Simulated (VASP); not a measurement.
Here is the system:

```xyz
8
Lattice="-2.6903 2.6903 5.3003 2.6903 -2.6903 5.3003 2.6903 2.6903 -5.3003" Properties=species:S:1:pos:R:3 pbc="T T T"
Zn     0.0000     0.0000     0.0000
Zn     0.0000     2.6903     2.6501
Ge     0.0000     0.0000     5.3003
Ge     2.6903     0.0000     2.6501
P      1.3406     1.3452     6.6253
P      1.3452    -1.3406     3.9752
P      1.3497     1.3452     1.3251
P      1.3452     4.0309    -1.3251
```

These are LDA (Ceperley-Alder, Perdew-Zunger), VASP's LDA PAW potentials (set 64) (plane waves; VASP) values and carry that method's errors. Settings: 400 eV cut-off, Gaussian smearing of 0.050 eV, potentials Zn Ge_d P.

**Question.** Give the energies of bands 29 to 42 at the high-symmetry points, in eV from the valence-band maximum.

**Answer.** 
```csv
band,Γ,X,P,N,M,S,R
29,-4.47,-3.98,-3.03,-4.40,-3.71,-4.14,-3.91
30,-4.16,-3.98,-3.03,-4.09,-3.71,-3.70,-3.91
31,-3.88,-1.96,-2.52,-3.19,-2.66,-3.49,-2.41
32,-2.79,-1.96,-2.52,-2.85,-2.66,-3.33,-2.41
33,-2.79,-1.29,-1.28,-2.65,-2.05,-2.52,-1.40
34,-0.08,-1.29,-1.28,-2.04,-2.05,-2.25,-1.40
35,-0.08,-0.82,-1.21,-1.77,-1.50,-1.24,-1.19
36,0.00,-0.82,-1.21,-1.07,-1.50,-0.95,-1.19
37,1.16,1.17,1.84,2.42,1.06,1.26,1.58
38,1.42,1.17,1.84,2.47,1.06,2.40,1.58
39,1.49,2.93,2.80,2.71,1.26,2.54,3.41
40,3.07,2.93,2.80,3.88,1.26,3.05,3.41
41,3.07,3.97,3.90,3.95,2.21,4.00,3.70
42,3.14,3.98,3.91,4.37,2.21,4.15,3.70
```

The gap is indirect, 1.01 eV, from the valence maximum at Γ to the conduction minimum at M-S at 0.33.

The compound is ZnGeP2 in the chalcopyrite structure. It was relaxed first.
